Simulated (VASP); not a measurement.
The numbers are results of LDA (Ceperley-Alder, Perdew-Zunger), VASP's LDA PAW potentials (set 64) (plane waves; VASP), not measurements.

VASP ran on this input.

### POSCAR
```
TiSi2
1.0
  0.0000000000   4.0655213094   4.2168376284
  2.3636944568   0.0000000000   4.2168376284
  2.3636944568   4.0655213094   0.0000000000
Ti Si
2 4
Direct
  0.5000000000   0.5000000000   0.5000000000
  0.7500000000   0.7500000000   0.7500000000
  0.8355429453   0.1644570547   0.8355429453
  0.1644570547   0.8355429453   0.1644570547
  0.4144570547   0.0855429453   0.4144570547
  0.0855429453   0.4144570547   0.0855429453
```

### KPOINTS
```
Automatic mesh
0
Gamma
9 9 9
0 0 0
```

### INCAR
```
LMAXMIX=4   # l cut-off of mixed one-centre charges
EDIFF=1E-7
ISIF=2
ALGO=Normal
LCHARG=.True.
LASPH=.True.   # aspherical one-centre terms
LREAL=.False.   # projection in real space or not
NEDOS=601
PREC=Accurate
LWAVE=.False.
SYSTEM=TiSi2
NELM=100   # most electronic steps
ENCUT=400   # plane-wave cut-off (eV)
ISMEAR=-5
LORBIT=11
```

POTCAR, in this order: Ti_sv Si (LDA.64 set). Program: vasp_std.

The resulting files:

**OUTCAR**
```
 ion  position               nearest neighbor table
   1  0.500  0.500  0.500-   6 2.52   5 2.52   6 2.52   5 2.52   4 2.72   4 2.72   3 2.72   3 2.72
                             4 2.73   3 2.73
   2  0.750  0.750  0.750-   3 2.52   4 2.52   3 2.52   4 2.52   6 2.72   5 2.72   6 2.72   5 2.72
                             6 2.73   5 2.73
   3  0.836  0.164  0.836-   5 2.50   5 2.50   2 2.52   2 2.52   4 2.67   1 2.72   1 2.72   1 2.73
                             4 2.74   4 2.74
   4  0.164  0.836  0.164-   6 2.50   6 2.50   2 2.52   2 2.52   3 2.67   1 2.72   1 2.72   1 2.73
                             3 2.74   3 2.74
   5  0.414  0.086  0.414-   3 2.50   3 2.50   1 2.52   1 2.52   6 2.67   2 2.72   2 2.72   2 2.73
                             6 2.74   6 2.74
   6  0.086  0.414  0.086-   4 2.50   4 2.50   1 2.52   1 2.52   5 2.67   2 2.72   2 2.72   2 2.73
                             5 2.74   5 2.74
  LATTYP: Found a face centered orthorhombic cell.
 ALAT       =     4.7273889136
 B/A-ratio  =     1.7199859727
 C/A-ratio  =     1.7840028419
 Subroutine PRICEL returns:
 Original cell was already a primitive cell.
 Subroutine GETGRP returns: Found  8 space group operations
The static configuration has the point symmetry D_2 .
 The point group associated with its full space group is D_2h.
The dynamic configuration has the point symmetry D_2 .
 Subroutine INISYM returns: Found  8 space group operations
 Subroutine IBZKPT returns following result:
 Found    125 irreducible k-points:

 Following reciprocal coordinates:
            Coordinates               Weight
  0.000000  0.000000  0.000000      1.000000
  0.111111  0.000000  0.000000      8.000000
  0.222222  0.000000  0.000000      8.000000
  0.333333 -0.000000  0.000000      8.000000
  0.444444  0.000000  0.000000      8.000000
  0.111111  0.111111  0.000000      2.000000
  0.222222  0.111111  0.000000      8.000000
  0.333333  0.111111  0.000000      8.000000
  0.444444  0.111111  0.000000      8.000000
 -0.444444  0.111111  0.000000      8.000000
 -0.333333  0.111111 -0.000000      8.000000
 -0.222222  0.111111 -0.000000      8.000000
 -0.111111  0.111111 -0.000000      4.000000
  0.222222  0.222222  0.000000      2.000000
  0.333333  0.222222 -0.000000      8.000000
  0.444444  0.222222  0.000000      8.000000
 -0.444444  0.222222 -0.000000      8.000000
 -0.333333  0.222222 -0.000000      8.000000
 -0.222222  0.222222 -0.000000      4.000000
  0.333333  0.333333  0.000000      2.000000
  0.444444  0.333333  0.000000      8.000000
 -0.444444  0.333333 -0.000000      8.000000
 -0.333333  0.333333 -0.000000      4.000000
  0.444444  0.444444  0.000000      2.000000
 -0.444444  0.444444 -0.000000      4.000000
  0.111111  0.000000  0.111111      2.000000
  0.222222  0.000000  0.111111      8.000000
  0.333333 -0.000000  0.111111      8.000000
  0.444444  0.000000  0.111111      8.000000
 -0.444444 -0.000000  0.111111      8.000000
 -0.333333  0.000000  0.111111      8.000000
 -0.222222  0.000000  0.111111      8.000000
 -0.111111 -0.000000  0.111111      4.000000
  0.000000  0.111111  0.111111      2.000000
  0.222222  0.111111  0.111111      4.000000
  0.333333  0.111111  0.111111      8.000000
  0.444444  0.111111  0.111111      8.000000
 -0.444444  0.111111  0.111111      8.000000
 -0.333333  0.111111  0.111111      8.000000
 -0.222222  0.111111  0.111111      8.000000
   k-points           NKPTS =    125   k-points in BZ     NKDIM =    125   number of bands    NBANDS=     24
   number of dos      NEDOS =    601   number of ions     NIONS =      6
   total plane-waves  NPLWV =  40960
   dimension x,y,z NGX =    40 NGY =   32 NGZ =   32
   dimension x,y,z NGXF=    80 NGYF=   64 NGZF=   64
   ions per type =               2   4
...
```

### OSZICAR
```
       N       E                     dE             d eps       ncg     rms          rms(c)
DAV:   1     0.342598101478E+03    0.34260E+03   -0.16868E+04  6000   0.148E+03
DAV:   2    -0.255154508859E+01   -0.34515E+03   -0.34245E+03  6032   0.448E+02
DAV:   3    -0.455741340755E+02   -0.43023E+02   -0.42526E+02 10960   0.129E+02
DAV:   4    -0.481883043325E+02   -0.26142E+01   -0.26089E+01  7984   0.306E+01
DAV:   5    -0.483575833318E+02   -0.16928E+00   -0.16926E+00  9664   0.682E+00    0.192E+01
DAV:   6    -0.455806698133E+02    0.27769E+01   -0.39661E+01  8672   0.476E+01    0.700E+00
DAV:   7    -0.450218320647E+02    0.55884E+00   -0.77255E+00  8304   0.207E+01    0.529E+00
DAV:   8    -0.449437555376E+02    0.78077E-01   -0.74018E-01  8488   0.690E+00    0.942E-01
DAV:   9    -0.449370258267E+02    0.67297E-02   -0.12015E-01  8536   0.305E+00    0.473E-01
DAV:  10    -0.449373156988E+02   -0.28987E-03   -0.33760E-03  8080   0.513E-01    0.196E-01
DAV:  11    -0.449372718711E+02    0.43828E-04   -0.21637E-03  9728   0.349E-01    0.107E-01
DAV:  12    -0.449372991227E+02   -0.27252E-04   -0.73105E-04  8880   0.219E-01    0.239E-02
DAV:  13    -0.449372785202E+02    0.20602E-04   -0.73050E-05  8728   0.757E-02    0.125E-02
DAV:  14    -0.449372819497E+02   -0.34295E-05   -0.24922E-06  8712   0.129E-02    0.381E-03
DAV:  15    -0.449372837456E+02   -0.17959E-05   -0.12061E-06  8040   0.839E-03    0.786E-04
DAV:  16    -0.449372832721E+02    0.47348E-06   -0.68269E-08  5848   0.257E-03    0.501E-04
DAV:  17    -0.449372831514E+02    0.12075E-06   -0.92574E-09  5584   0.789E-04    0.228E-04
DAV:  18    -0.449372830930E+02    0.58341E-07   -0.45656E-09  5472   0.632E-04
   1 F= -.44937283E+02 E0= -.44937283E+02  d E =0.000000E+00
```

OUTCAR:
```
------------------------ aborting loop because EDIFF is reached ----------------------------------------
  FORCE on cell =-STRESS in cart. coord.  units (eV):
  Direction    XX          YY          ZZ          XY          YZ          ZX
  --------------------------------------------------------------------------------------
  Total        0.0848031     -0.2827347      0.0346750      0.0000000      0.0000000      0.0000000
  in kB        1.6764785     -5.5894015      0.6854915      0.0000000      0.0000000      0.0000000
  external PRESSURE =      -1.0758105 kB  Pullay stress =       0.0000000 kB
  volume of cell :       81.04
      direct lattice vectors                 reciprocal lattice vectors
     0.000000000  4.065521309  4.216837628    -0.211533262  0.122985458  0.118572268
     2.363694457  0.000000000  4.216837628     0.211533262 -0.122985458  0.118572268
     2.363694457  4.065521309  0.000000000     0.211533262  0.122985458 -0.118572268
 POSITION                                       TOTAL-FORCE (eV/Angst)
 -----------------------------------------------------------------------------------
      2.36369      4.06552      4.21684        -0.000000     -0.000000     -0.000000
      3.54554      6.09828      6.32526         0.000000     -0.000000      0.000000
      2.36369      6.79384      4.21684         0.000000     -0.004371      0.000000
      2.36369      1.33721      4.21684         0.000000      0.004371      0.000000
      1.18185      3.36997      2.10842         0.000000      0.004371     -0.000000
      1.18185      0.69555      2.10842         0.000000     -0.004371     -0.000000
 -----------------------------------------------------------------------------------
    total drift:                               -0.000000     -0.000000      0.000000
  FREE ENERGIE OF THE ION-ELECTRON SYSTEM (eV)
  ---------------------------------------------------
  free  energy   TOTEN  =       -44.9372830930 eV

  energy  without entropy=      -44.9372830930  energy(sigma->0) =      -44.93728309

 total charge

# of ion       s       p       d       tot
------------------------------------------
    1        2.180   6.181   2.136  10.497
    2        2.180   6.181   2.136  10.497
    3        0.778   0.889   0.000   1.667
    4        0.778   0.889   0.000   1.667
    5        0.778   0.889   0.000   1.667
    6        0.778   0.889   0.000   1.667
--------------------------------------------------
tot          7.472  15.919   4.272  27.663
```
(Selected blocks of OUTCAR.)

For a metal the tetrahedron method with Blöchl corrections gives inexact stress and forces.

The structure comes from a computed database's TiSi2 entry (Fddd); how it stands against other phases isn't given here. It was relaxed first.
